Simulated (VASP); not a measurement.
A convergence study with VASP on CoAl (CsCl type): a few settings are varied, all else stays as given below, so the limit is that of these other settings. The cell's lengths are 1 % over those of the tabulated start and one atom is moved, so it is off equilibrium.

```
AlCo
1.0
    2.88860     0.00000     0.00000
    0.00000     2.88860     0.00000
    0.00000     0.00000     2.88860
Al Co
1 1
Direct
  0.50000   0.50000   0.50000
  0.02098   0.00000   0.00000
```

Computed with PBE GGA, VASP's PBE PAW potentials (set 64) (plane waves; VASP). The last row used: 900 eV cut-off, 10×10×10 Γ-centred mesh, first-order Methfessel-Paxton smearing of 0.10 eV, potentials Al Co_sv.

Energies of different potentials or hybrids have different zeros.

| setting | E (eV/atom) | pressure (GPa) | largest force (eV/Å) | plane waves |
|---|---|---|---|---|
| ENCUT = 520, POTCAR Al Co | -5.9799 | -6.22 | 0.382 | 672 |
| ENCUT = 700, POTCAR Al Co | -5.9799 | -6.23 | 0.381 | 1064 |
| ENCUT = 900, POTCAR Al Co | -5.9799 | -6.23 | 0.381 | 1492 |
| ENCUT = 300, POTCAR Al_GW Co | -5.9884 | -6.41 | 0.382 | 300 |
| ENCUT = 400, POTCAR Al_GW Co | -5.9854 | -6.63 | 0.381 | 461 |
| ENCUT = 520, POTCAR Al_GW Co | -5.9851 | -6.36 | 0.381 | 672 |
| ENCUT = 700, POTCAR Al_GW Co | -5.9852 | -6.37 | 0.381 | 1064 |
| ENCUT = 900, POTCAR Al_GW Co | -5.9852 | -6.36 | 0.381 | 1492 |
| ENCUT = 300, POTCAR Al_sv_GW Co | -6.1165 | -31.78 | 0.390 | 300 |
| ENCUT = 400, POTCAR Al_sv_GW Co | -5.9589 | -17.96 | 0.386 | 461 |
| ENCUT = 520, POTCAR Al_sv_GW Co | -5.9860 | -6.99 | 0.381 | 672 |
| ENCUT = 700, POTCAR Al_sv_GW Co | -5.9925 | -6.92 | 0.380 | 1064 |
| ENCUT = 900, POTCAR Al_sv_GW Co | -5.9927 | -6.45 | 0.380 | 1492 |
| ENCUT = 300, POTCAR Al Co_pv | -5.9789 | -6.56 | 0.385 | 300 |
| ENCUT = 400, POTCAR Al Co_pv | -5.9791 | -6.88 | 0.382 | 461 |
| ENCUT = 520, POTCAR Al Co_pv | -5.9804 | -6.14 | 0.382 | 672 |
| ENCUT = 700, POTCAR Al Co_pv | -5.9803 | -6.17 | 0.382 | 1064 |
| ENCUT = 900, POTCAR Al Co_pv | -5.9805 | -6.11 | 0.382 | 1492 |
| ENCUT = 300, POTCAR Al Co_sv | -4.8695 | -247.37 | 0.403 | 300 |
| ENCUT = 400, POTCAR Al Co_sv | -6.0045 | -10.76 | 0.380 | 461 |
| ENCUT = 520, POTCAR Al Co_sv | -6.0071 | -7.79 | 0.381 | 672 |
| ENCUT = 700, POTCAR Al Co_sv | -6.0129 | -6.64 | 0.383 | 1064 |
| ENCUT = 900, POTCAR Al Co_sv | -6.0133 | -6.40 | 0.383 | 1492 |

Left out are rungs that failed or repeat a setting and relaxations that didn't move; long series are thinned to 24 rows.

The compound is CoAl in the CsCl type structure. The cell was not relaxed at this level, it is distorted from the ideal structure. The run is not spin-polarised, so no magnetic state was tried.
